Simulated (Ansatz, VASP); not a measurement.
# Cu10S (Cu(110)-(2x1)-S, longbridge site): VASP beside Ansatz, part 2 of 2

Aim: how closely do two programs agree when they are given the same cell, functional and k mesh? The structure shown is the start of the Ansatz relaxation below; VASP solves that cell, so the two are compared at the walk's first step.

VASP 6.6.1 and Ansatz 0.2.0.

So far: Set-up; Ansatz: relaxation, PBE; VASP: single point, PBE, start cell.

## Step 3: VASP: single point, PBE, start cell (continued)

Level of this step: PBE, no spin polarisation; plane waves and PAW (Cu, S) (VASP).

Numbers of over 12 decimals in the logs are rounded to 6 here.

From OUTCAR (step 3):

```text
ion  position               nearest neighbor table
   1  0.000  0.000  0.358-   5 2.55   2 2.55   2 2.55   3 2.55   4 2.55   3 2.55   4 2.55
   2  0.000  0.500  0.358-   6 2.55   1 2.55   1 2.55   3 2.55   4 2.55   3 2.55   4 2.55
   3  0.500  0.250  0.412-   6 2.55   6 2.55   4 2.55   7 2.55   5 2.55   5 2.55   2 2.55   2 2.55
                             1 2.55   1 2.55   4 2.55
   4  0.500  0.750  0.412-   6 2.55   6 2.55   3 2.55   8 2.55   5 2.55   5 2.55   2 2.55   2 2.55
                             1 2.55   1 2.55   3 2.55
   5  0.000  0.000  0.466-   1 2.55   3 2.55   4 2.55   3 2.55   4 2.55   6 2.55   6 2.55   8 2.55
                             7 2.55   7 2.55   8 2.55   9 2.55
   6  0.000  0.500  0.466-   3 2.55   4 2.55   3 2.55   4 2.55   2 2.55   5 2.55   5 2.55   8 2.55
                             7 2.55   7 2.55   8 2.55  10 2.55
   7  0.500  0.250  0.520-   8 2.55   3 2.55   6 2.55   6 2.55  10 2.55  10 2.55   5 2.55   5 2.55
                             9 2.55   9 2.55   8 2.55
   8  0.500  0.750  0.520-   7 2.55   4 2.55   6 2.55   6 2.55  10 2.55  10 2.55   5 2.55   5 2.55
                             9 2.55   9 2.55   7 2.55
   9  0.000  0.000  0.574-  11 2.42  11 2.42  10 2.55  10 2.55   7 2.55   7 2.55   8 2.55   8 2.55
                             5 2.55
  10  0.000  0.500  0.574-   9 2.55   9 2.55   7 2.55   8 2.55   7 2.55   8 2.55   6 2.55
  11  0.500  0.000  0.642-   9 2.42   9 2.42

  LATTYP: Found a simple orthorhombic cell.
 ALAT       =     3.6100000000
 B/A-ratio  =     1.4142135624
 C/A-ratio  =     6.5686021602

 Subroutine GETGRP returns: Found  4 space group operations
 (whereof  4 operations were pure point group operations)

The static configuration has the point symmetry C_2v.

 Found     20 irreducible k-points:

   k-points           NKPTS =     20   k-points in BZ     NKDIM =     20   number of bands    NBANDS=     71

   dimension x,y,z NGX =    28 NGY =   40 NGZ =  180
   dimension x,y,z NGXF=    56 NGYF=   80 NGZF=  360

   ENCUT  =  520.0 eV  38.22 Ry    6.18 a.u.   6.71  9.49 44.09*2*pi/ulx,y,z

   NELECT =     116.0000    total number of electrons

 k-points in reciprocal lattice and weights: Automatic mesh
   0.00000000  0.00000000  0.00000000       0.021
   0.12500000  0.00000000  0.00000000       0.042
   0.25000000  0.00000000  0.00000000       0.042
   0.37500000  0.00000000  0.00000000       0.042
   0.50000000  0.00000000  0.00000000       0.021
   0.00000000  0.16666667  0.00000000       0.042
   0.12500000  0.16666667  0.00000000       0.083
   0.25000000  0.16666667  0.00000000       0.083
   0.37500000  0.16666667  0.00000000       0.083
[...]
0.37500000  0.50000000  0.00000000       0.042
   0.50000000  0.50000000  0.00000000       0.021

 dipolmoment           0.000000      0.000000      0.167247 electrons x Angstroem

 average (electrostatic) potential at core
       1 -72.0756       2 -72.0585       3 -72.4882       4 -72.4882       5 -72.5053
       6 -72.5873       7 -72.4377       8 -72.4377       9 -72.4027      10 -71.8976
      11 -92.3473

 E-fermi :  -1.2294

 k-point     1 :       0.0000    0.0000    0.0000
  band No.  band energies     occupation
    ...
     54      -2.5030      1.99999
     55      -2.3946      1.99998
     56      -1.4632      1.82389
     57      -1.2162      0.93401
     58      -1.2082      0.89448
     59      -1.1108      0.46775
     60      -0.5200      0.00166
     61       0.0074      0.00001
     62       0.3775      0.00000
     63       1.3632      0.00000
    ...

 k-point     2 :       0.1250    0.0000    0.0000
  band No.  band energies     occupation
    ...
     54      -2.5170      1.99999
     55      -2.2853      1.99995
     56      -1.6436      1.96871
     57      -1.4160      1.73196
     58      -1.1479      0.61338
     59      -1.1005      0.43204
     60      -0.2515      0.00011
     61       0.2246      0.00000
     62       0.5087      0.00000
     63       0.6595      0.00000
    ...

 k-point     3 :       0.2500    0.0000    0.0000
  band No.  band energies     occupation
    ...
     54      -2.5573      2.00000
     55      -2.2280      1.99991
     56      -2.1227      1.99974
     57      -1.4279      1.75836
     58      -1.1551      0.64464
     59      -1.0131      0.20617
     60      -0.7998      0.02687
     61       0.2788      0.00000
     62       0.6808      0.00000
     63       0.9610      0.00000
    ...

  Total       -4.1051549     -2.4834060     -4.0676008      0.0000000      0.0000000      0.0000000
  in kB      -15.0497943     -9.1043458    -14.9121186      0.0000000      0.0000000      0.0000000
  external PRESSURE =     -13.0220862 kB  Pullay stress =       0.0000000 kB

  energy-cutoff  :      520.00
  volume of cell :      437.03
      direct lattice vectors                 reciprocal lattice vectors
     3.610000000  0.000000000  0.000000000     0.277008310  0.000000000  0.000000000
     0.000000000  5.105310960  0.000000000     0.000000000  0.195874455  0.000000000
     0.000000000  0.000000000 23.712653798     0.000000000  0.000000000  0.042171577

 POSITION                                       TOTAL-FORCE (eV/Angst)
 -----------------------------------------------------------------------------------
      0.00000      0.00000      8.50000         0.000000      0.000000      0.297576
      0.00000      2.55266      8.50000         0.000000      0.000000      0.283540
      1.80500      1.27633      9.77633         0.000000     -0.011744     -0.445408
      1.80500      3.82898      9.77633         0.000000      0.011744     -0.445408
      0.00000      0.00000     11.05265         0.000000      0.000000     -0.010872
      0.00000      2.55266     11.05265         0.000000      0.000000      0.191207
      1.80500      1.27633     12.32898         0.000000     -0.005709      0.263641
      1.80500      3.82898     12.32898         0.000000      0.005709      0.263641
      0.00000      0.00000     13.60531         0.000000      0.000000      1.499820
      0.00000      2.55266     13.60531         0.000000      0.000000      0.148845
      1.80500      0.00000     15.21265         0.000000      0.000000     -2.046583
 -----------------------------------------------------------------------------------
    total drift:                                0.000000      0.000000     -0.002377

  FREE ENERGIE OF THE ION-ELECTRON SYSTEM (eV)
  ---------------------------------------------------
  free  energy   TOTEN  =       -38.2067688655 eV

  energy  without entropy=      -38.0345810719  energy(sigma->0) =      -38.12067497

 vacuum level on the upper side and lower side of the slab         4.748         3.106

 total charge
# of ion       s       p       d       tot
------------------------------------------
    1        0.439   0.226   9.217   9.882
    2        0.438   0.224   9.221   9.883
    3        0.446   0.357   9.173   9.975
    4        0.446   0.357   9.173   9.975
    5        0.448   0.375   9.182  10.005
    6        0.437   0.384   9.172   9.993
    7        0.434   0.357   9.180   9.971
    8        0.434   0.357   9.180   9.971
    9        0.422   0.368   9.144   9.935
   10        0.394   0.211   9.249   9.854
   11        1.376   2.180   0.000   3.556
--------------------------------------------------
tot          5.715   5.395  91.891 103.000

[... 3 further parts left out ...]
```

This run has no spin polarisation, so a moment on Cu, if there is one, isn't seen.

## Step 4: Differences

Known differences besides the potentials themselves: the data sets hold 196 valence electrons in Ansatz (on its default PAW (the set named soft_2) files) and 116 in VASP; the cutoff is 420 eV in Ansatz and 520 eV in VASP. Total energies have different zeros and are not compared.

Forces on 8 of the 11 atoms, those with the largest forces and the largest differences (eV/Å; atoms numbered as in POSCAR):

```
atom         Ansatz x, y, z           VASP x, y, z
 Cu1    0.000, 0.000, 0.330    0.000, 0.000, 0.298
 Cu2    0.000, 0.000, 0.314    0.000, 0.000, 0.284
 Cu3  0.000, -0.011, -0.445  0.000, -0.012, -0.445
 Cu4   0.000, 0.011, -0.445   0.000, 0.012, -0.445
 Cu8    0.000, 0.006, 0.254    0.000, 0.006, 0.264
 Cu9    0.000, 0.000, 1.491    0.000, 0.000, 1.500
Cu10    0.000, 0.000, 0.116    0.000, 0.000, 0.149
 S11   0.000, 0.000, -2.049   0.000, 0.000, -2.047
```

The forces differ by 10.0 meV/Å r.m.s., which is 2.1 % of the r.m.s. force of 0.467 eV/Å (both taken over all components). With vacuum in the cell, a pressure given here is an average over mostly empty space and none of the material.

## Step 5: Summary of results

```yaml
r_m_s_force_difference_single_point_pbe_start_cell: 2.1 % of the r.m.s. force
```

The r.m.s. force difference is 2.1 % of the r.m.s. force (single point, PBE, start cell), within the 3 % picked in this series as the mark of a large difference. The data sets hold unlike numbers of valence electrons (196 in Ansatz and 116 in VASP), so part of the differences comes from the potentials. 1 further run of this series is not shown here. How closely two codes agree says nothing of how well the functional describes the real material.

[Lines on the potential files, build, host, timing and source positions are cut from VASP's logs without a mark.]

[Logs are printed without paths, hosts, clocks, repeated set-up lines and the standing remarks that a program may print on its own settings, such as how far it seeks lower states.]

[Hosts, paths, dates, database ids (printed as entryN), source tags and the programs' standing remarks are cut or masked in the printed files.]
